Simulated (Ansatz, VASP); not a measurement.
# Cross-check of GaN (4H polytype (invented)) between VASP and Ansatz, part 2 of 2

One calculation is typed for both programs; each brings its own data sets. How far apart do they land? The cell is taken from a series of runs on this material, whose earlier steps may have relaxed, scaled, displaced or heated it; both programs get it as it stands.

VASP 6.6.1 and Ansatz 0.2.0.

So far: Set-up; VASP: single point, r2SCAN.

## (3) Ansatz: single point, r2SCAN

Level of this step: Ansatz beside VASP: Kohn-Sham DFT, plane waves, r2SCAN (Ansatz).

Ansatz runs on its PAW soft_1 files.

The same cell, functional, mesh and smearing now go to Ansatz.

The input, input.yaml:

```yaml
crystal:
  lattice:
    - [3.1816511902, 0.0, 0.0]
    - [-1.5908255951, 2.7553907566, 0.0]
    - [0.0, 0.0, 10.3775983659]
  atoms:
    - { symbol: Ga, position: [0.6666666667, 0.3333333333, -6.53076e-05] }
    - { symbol: Ga, position: [0.0, 0.0, 0.2496395449] }
    - { symbol: Ga, position: [0.3333333333, 0.6666666667, 0.4999346924] }
    - { symbol: Ga, position: [0.0, 0.0, 0.7496395449] }
    - { symbol: "N", position: [0.6666666667, 0.3333333333, 0.1877835299] }
    - { symbol: "N", position: [0.0, 0.0, 0.4376422327] }
    - { symbol: "N", position: [0.3333333333, 0.6666666667, 0.6877835299] }
    - { symbol: "N", position: [0.0, 0.0, 0.9376422327] }
kpoints:
  mp_grid: { grid: [9, 9, 4] }
hamiltonian:
  xc: r2scan
  pseudopotentials: { kind: paw, azcp: { folder: soft_1 } }
scf:
  occupations: { method: gaussian, width: 0.01 }
  n_extra_bands: 14
output:
  eigenvalues: true
  eigenstates:
    kpoints:
      - [0.0, 0.0, 0.0]
      - [0.004051004, -0.002025502, 0.0]
      - [0.0, 0.003508272, 0.0]
      - [0.0, 0.0, 0.013213169]
      - [0.002864492, 0.001048477, 0.0]
      - [0.002864492, -0.003912969, 0.0]
      - [0.002864492, -0.001432246, 0.009343121]
      - [0.002864492, -0.001432246, -0.009343121]
      - [0.0, 0.002480723, 0.009343121]
      - [0.0, 0.002480723, -0.009343121]
      - [0.002338848, 0.000856078, 0.007628626]
      - [0.002338848, 0.000856078, -0.007628626]
      - [0.002338848, -0.003194926, 0.007628626]
      - [-0.002338848, 0.003194926, 0.007628626]
      - [-0.004051004, 0.002025502, 0.0]
      - [0.0, -0.003508272, 0.0]
      - [0.0, 0.0, -0.013213169]
      - [-0.002864492, -0.001048477, 0.0]
      - [-0.002864492, 0.003912969, 0.0]
      - [-0.002864492, 0.001432246, -0.009343121]
      - [-0.002864492, 0.001432246, 0.009343121]
      - [0.0, -0.002480723, -0.009343121]
      - [0.0, -0.002480723, 0.009343121]
      - [-0.002338848, -0.000856078, -0.007628626]
      - [-0.002338848, -0.000856078, 0.007628626]
      - [-0.002338848, 0.003194926, -0.007628626]
      - [0.002338848, -0.003194926, -0.007628626]
      - [0.015191265, -0.007595633, 0.0]
      - [0.0, 0.013156022, 0.0]
      - [0.0, 0.0, 0.049549382]
      - [0.010741847, 0.003931789, 0.0]
      - [0.010741847, -0.014673636, 0.0]
      - [0.010741847, -0.005370923, 0.035036704]
      - [0.010741847, -0.005370923, -0.035036704]
      - [0.0, 0.009302712, 0.035036704]
      - [0.0, 0.009302712, -0.035036704]
      - [0.008770681, 0.003210292, 0.028607349]
      - [0.008770681, 0.003210292, -0.028607349]
      - [0.008770681, -0.011980973, 0.028607349]
      - [-0.008770681, 0.011980973, 0.028607349]
      - [-0.015191265, 0.007595633, 0.0]
      - [0.0, -0.013156022, 0.0]
      - [0.0, 0.0, -0.049549382]
      - [-0.010741847, -0.003931789, 0.0]
      - [-0.010741847, 0.014673636, 0.0]
      - [-0.010741847, 0.005370923, -0.035036704]
      - [-0.010741847, 0.005370923, 0.035036704]
      - [0.0, -0.009302712, -0.035036704]
      - [0.0, -0.009302712, 0.035036704]
      - [-0.008770681, -0.003210292, -0.028607349]
      - [-0.008770681, -0.003210292, 0.028607349]
      - [-0.008770681, 0.011980973, -0.028607349]
      - [0.008770681, -0.011980973, -0.028607349]
      - [0.0, 0.0, 0.0]
      - [0.004051004, -0.002025502, 0.0]
      - [0.0, 0.003508272, 0.0]
      - [0.0, 0.0, 0.013213169]
      - [0.002864492, 0.001048477, 0.0]
      - [0.002864492, -0.003912969, 0.0]
      - [0.002864492, -0.001432246, 0.009343121]
      - [0.002864492, -0.001432246, -0.009343121]
      - [0.0, 0.002480723, 0.009343121]
      - [0.0, 0.002480723, -0.009343121]
      - [0.002338848, 0.000856078, 0.007628626]
      - [0.002338848, 0.000856078, -0.007628626]
      - [0.002338848, -0.003194926, 0.007628626]
      - [-0.002338848, 0.003194926, 0.007628626]
      - [-0.004051004, 0.002025502, 0.0]
      - [0.0, -0.003508272, 0.0]
      - [0.0, 0.0, -0.013213169]
      - [-0.002864492, -0.001048477, 0.0]
      - [-0.002864492, 0.003912969, 0.0]
      - [-0.002864492, 0.001432246, -0.009343121]
      - [-0.002864492, 0.001432246, 0.009343121]
      - [0.0, -0.002480723, -0.009343121]
      - [0.0, -0.002480723, 0.009343121]
      - [-0.002338848, -0.000856078, -0.007628626]
      - [-0.002338848, -0.000856078, 0.007628626]
      - [-0.002338848, 0.003194926, -0.007628626]
      - [0.002338848, -0.003194926, -0.007628626]
      - [0.015191265, -0.007595633, 0.0]
      - [0.0, 0.013156022, 0.0]
      - [0.0, 0.0, 0.049549382]
      - [0.010741847, 0.003931789, 0.0]
      - [0.010741847, -0.014673636, 0.0]
      - [0.010741847, -0.005370923, 0.035036704]
      - [0.010741847, -0.005370923, -0.035036704]
      - [0.0, 0.009302712, 0.035036704]
      - [0.0, 0.009302712, -0.035036704]
      - [0.008770681, 0.003210292, 0.028607349]
      - [0.008770681, 0.003210292, -0.028607349]
      - [0.008770681, -0.011980973, 0.028607349]
      - [-0.008770681, 0.011980973, 0.028607349]
      - [-0.015191265, 0.007595633, 0.0]
      - [0.0, -0.013156022, 0.0]
      - [0.0, 0.0, -0.049549382]
      - [-0.010741847, -0.003931789, 0.0]
      - [-0.010741847, 0.014673636, 0.0]
      - [-0.010741847, 0.005370923, -0.035036704]
      - [-0.010741847, 0.005370923, 0.035036704]
      - [0.0, -0.009302712, -0.035036704]
      - [0.0, -0.009302712, 0.035036704]
      - [-0.008770681, -0.003210292, -0.028607349]
      - [-0.008770681, -0.003210292, 0.028607349]
      - [-0.008770681, 0.011980973, -0.028607349]
      - [0.008770681, -0.011980973, -0.028607349]
basis:
  ecutwfc: 600.0
checkpoint:
  read: start.run
  write: ck
  compress: false
  write_wavefunctions: false
  write_every: 100000
```

The run is started by

```sh
$ ansatz run input.yaml --threads 4 --pin off --max-ram 10240MiB --backend cpu --events-out ev --progress --plain --runs-dir out
```

Numbers of over 12 decimals in the logs are rounded to 6 here.

Output:

```text
scf.n_extra_bands = 14 over 36 filled bands (N_el = 72.0): the run solves 50 bands
Engine: ansatz 0.2.0, x86_64-unknown-linux-gnu
Pseudopotentials: kind: paw
Pseudopotential: Ga, paw, valence charge 13, recommended cutoff 500 eV (meta_gga), soft_1/Ga.paw.azcp
Pseudopotential: N, paw, valence charge 5, recommended cutoff 500 eV (meta_gga), soft_1/N.paw.azcp
Functional definition: r2SCAN
  parameter k0 = 0.174
  parameter k1 = 0.065
  parameter a1 = 4.9479
  exchange = r2scan_x(k0 = k0, k1 = k1, a1 = a1)
  correlation = r2scan_c
Crystal: 8 atoms, lattice volume = 90.977 Å³
Basis set: ecut = 600 eV, 3041 PW (Γ), exchange–correlation on 108×108×360 points (64 copies of the dense FFT grid, shifted against one another)
Bands: 50, of which v1, the nominal top of the filled ones, is band 36 counted from 1 (35 counted from 0)
Symmetry: 12 space group operations
Space group: P63mc (ITA 186), of the structure as read, at distance tolerance 4.5e-5 Å
k-points: 36 of 324 (time reversal used)
Non-local potential: Ga, projectors of the file, l = 0: 2, l = 1: 2, l = 2: 3, l = 3: 1
Non-local potential: N, projectors of the file, l = 0: 2, l = 1: 2, l = 2: 1
PAW form: soft (Blöchl's): semilocal exchange-correlation on the pseudo side does not see the compensation charge
PAW frozen core: Ga, regenerated for the run's functional (the file was generated under x = pbe(κ = 0.804, μ = 0.219515), c = pbe(β = 0.066725))
PAW frozen core: N, regenerated for the run's functional (the file was generated under x = pbe(κ = 0.804, μ = 0.219515), c = pbe(β = 0.066725))
PAW one-centre angular grid: Ga, 590 points (default); XC on 160 Gauss nodes
PAW one-centre angular grid: N, 302 points (default); XC on 160 Gauss nodes
Initial density: read from a saved state, or passed on in memory by an earlier SCF of this step, an earlier step, the calling program or the single point that the run made first
Initial wavefunctions: pseudopotential atomic-orbital guess
Functional: x = r2scan, c = r2scan; τ floored in thin density (d = 2e-4 eV/Å³)
iter 1 solved again at ethr=1.98e-8 eV; its pass at ethr=3.10e-3 eV (dr2=1.43e-5 eV) is discarded
SCF iter   1: F=—  HF=-16705.545072 eV  |F-HF|=—  |Δ(HF+E_count)|=         —  Δρ=1.55e-7  dr2=1.31e-11  dr2_τ=1.94e-12  ethr=1.98e-8  ⟨swp⟩=3.0  Hψ=11815  notcnv=0
eigensolver tolerance schedule: the retry pair's looser diagonalisation over-reported the residual by 1087016.38 of it (diagonalisation noise at an unbounded share of the residual, at the tolerance the schedule requests for it); recorded, not acted on — ethr = c·dr2/N_el stays at c = 1.0e-1
preconditioner: auto → Resta (q_TF=auto, 2.624 Å⁻¹)  ε∞=3.9  [insulator: Δε(μ)=2.258 eV  Ē_g=19.254 eV  σ=0.010 eV  W_gap=1.00  n_scr=38 (ndim 8)  ℏωp=33.0 eV  f_vac=0.005  D(μ)=0.00/eV (n_scr^D=0)  ε∞_Penn≈3.9]
SCF iter   2: F=-16705.545072 eV  HF=-16705.545072 eV  |F-HF|=1.09e-11  |Δ(HF+E_count)|=   1.77e-8  Δρ=1.03e-7  dr2=7.78e-12  dr2_τ=1.78e-12  ethr=1.00e-12  ⟨swp⟩=3.8  Hψ=4845  notcnv=0
SCF 1 converged in 2 iterations: F = -16705.545072 eV  dr2 = 7.78e-12
  greatest PAW one-centre occupation: 0.994 electrons in one spin orbital (limit 2), on the Ga atom at site 1 (counted from 0), in its partial waves of l = 2
NSCF: frozen V_eff on 106 k-points
SCF converged after 2 iterations
Free energy (F): -16705.545072 eV
Harris-Foulkes:  -16705.545072 eV  (|F-HF|=1.09e-11)
Internal energy: -16705.545072 eV  (E = F + TS)
E sigma→0 (E₀):  -16705.545072 eV
Fermi energy:    10.591180 eV
--- Per-component energies (eV) ---
  E_band       = -60.165654
  E_kinetic    = 961.991018
  E_local      = -5656.454488  (includes V_loc(G=0)·N_el)
  E_nonlocal   = -211.418051
  E_hartree    = 3592.840138
  E_xc         = -463.440890
  E_vxc        = -560.127195  (∫ρ·V_xc dr)
  E_paw        = -8566.662155  (= ΣΔE_a)
  E_vpaw       = -1810.375691  (= ΣTr[D̂ρ^β])
  E_aug_tail   = 0.000004  (compensation charges beyond the density's cutoff)
  E_vtau       = 30.538479  (kinetic-family band-sum trace: ∫τ·v_τ [+ j·A + Jᵃ·Aᵃ] dr)
  E_ewald      = -6359.670127
  E_core_change = -2.730521  (= ΣΔE_core)
  E_smearing   = -0.000000  (= −TS)
  E_closure    = 0.000000  (closes the sum)
  Σ components = -16705.545072   (vs F -16705.545072, Δ=0.00e0)
--- Band table (eV; the first three rows and the last of 36) ---
  k-point 0: bands = [... 32 lower, 8.9385, 9.4434, 9.4623, 9.4623, 11.7200, 13.9941, 14.3159, 14.4914, ... 10 higher]
  k-point 1: bands = [... 32 lower, 9.1212, 9.1212, 9.4189, 9.4189, 12.1359, 13.6038, 14.4496, 14.5010, ... 10 higher]
  k-point 2: bands = [... 32 lower, 9.2973, 9.2973, 9.2973, 9.2973, 12.8977, 12.8977, 14.5087, 14.5087, ... 10 higher]
  k-point 35: bands = [... 32 lower, 7.2081, 7.2081, 7.4711, 7.4711, 15.4887, 15.4887, 17.3120, 17.3120, ... 10 higher]
```

## (4) Comparison

Known differences besides the potentials themselves: VASP keeps PBE cores, Ansatz makes them for the functional; the cutoff is 600 eV in Ansatz and 580 eV in VASP. Total energies have different zeros and are not compared.

Both answers:

```tsv
quantity	Ansatz	VASP	difference
gap on the k mesh (eV)	2.258	2.248	+0.010
```

A gap on the mesh is an upper bound, since the band edges may lie between its points.

## (5) Summary of results

```
difference in gap on the k mesh (single point, r2SCAN) : 0.0096 eV
```

In words: The difference in gap on the k mesh is 0.0096 eV (single point, r2SCAN), within the 0.08 eV picked in this series as the mark of a large difference. Such differences can come from data sets, numerical settings and the points named under the comparisons, not from the functional's error against experiment.

[Lines on the potential files, build, host, timing and source positions are cut from VASP's logs without a mark.]

[Logs are printed without paths, hosts, clocks, repeated set-up lines and the standing remarks that a program may print on its own settings, such as how far it seeks lower states.]

[Hosts, paths, dates, database ids (printed as entryN), source tags and the programs' standing remarks are cut or masked in the printed files.]
